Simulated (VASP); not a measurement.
```
CELL_PARAMETERS angstrom
      0.00000     2.67500     2.67500
      2.67500     0.00000     2.67500
      2.67500     2.67500     0.00000
ATOMIC_POSITIONS crystal
  K  0.00000 0.00000 0.00000
  F  0.50000 0.50000 0.50000
```

Level of theory: PBE GGA, VASP's PBE PAW potentials (set 64) (plane waves; VASP). Settings: 520 eV cut-off, 8×8×8 Γ-centred mesh, Gaussian smearing of 0.050 eV, potentials K_sv F_s.

**Question.** Give the stress tensor in GPa (positive for a compressed cell).

**Answer.** 
```
1.30  0.00  0.00
0.00  1.30  0.00
0.00  0.00  1.30
```
The pressure is its mean diagonal, 1.30 GPa.

The compound is KF in the rock salt structure. The cell was not relaxed at this level. The run is one of a series of settings (POTCAR K_sv F_s (PBE.64 set) against the base run), some of them coarse on purpose.
